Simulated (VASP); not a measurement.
Input for VASP

POSCAR:
```
Pb
1
    0.0000000000     2.5245133433     2.5244653964
    2.5244673634     0.0000000000     2.5244900351
    2.5244803006     2.5244519464     0.0000000000
Pb
1
Direct
  0.0000000000   0.0000000000   0.0000000000
```

### KPOINTS
```
Automatic mesh
0
Gamma
9 9 9
0 0 0
```

**INCAR**
```
SYSTEM = Pb
PREC = Accurate
ENCUT = 400
EDIFF = 1E-6
NELM = 100
ALGO = Normal
LREAL = .FALSE.
LASPH = .TRUE.
ISMEAR = 1
SIGMA = 0.1
GGA = PE
LMAXMIX = 4
LWAVE = .FALSE.
LCHARG = .FALSE.
ISIF = 2
```

POTCAR, in this order: Pb_d (PBE.64 set). Program: vasp_std.

**Question.** One choice in this input is risky. Which, and does it do harm here?

**Answer.** The risk: the lattice vectors carry noise near SYMPREC. Here it does no harm: the run (PBE GGA, plane waves, VASP's PBE PAW potentials (set 64)) converges to the same energy and pressure as with the safe setting.
OSZICAR:
```
       N       E                     dE             d eps       ncg     rms          rms(c)
DAV:   1     0.986961689628E+02    0.98696E+02   -0.64233E+03   770   0.122E+03
DAV:   2     0.976805311271E+00   -0.97719E+02   -0.96089E+02   794   0.313E+02
DAV:   3    -0.348735841135E+01   -0.44642E+01   -0.44498E+01   940   0.779E+01
DAV:   4    -0.358369039486E+01   -0.96332E-01   -0.96315E-01   915   0.128E+01
DAV:   5    -0.358857075099E+01   -0.48804E-02   -0.48802E-02   952   0.259E+00    0.477E-01
DAV:   6    -0.358068609232E+01    0.78847E-02   -0.14356E-02   940   0.219E+00    0.246E-01
DAV:   7    -0.357898674041E+01    0.16994E-02   -0.64868E-03   917   0.141E+00    0.901E-02
DAV:   8    -0.357898514640E+01    0.15940E-05   -0.42957E-04   907   0.397E-01    0.113E-02
DAV:   9    -0.357898167890E+01    0.34675E-05   -0.14350E-05   929   0.722E-02    0.512E-03
DAV:  10    -0.357898104446E+01    0.63444E-06   -0.15327E-06   788   0.125E-02
   1 F= -.35789810E+01 E0= -.35787333E+01  d E =-.743108E-03
```

The compound is Pb in the fcc structure. The cell was not relaxed at this level.
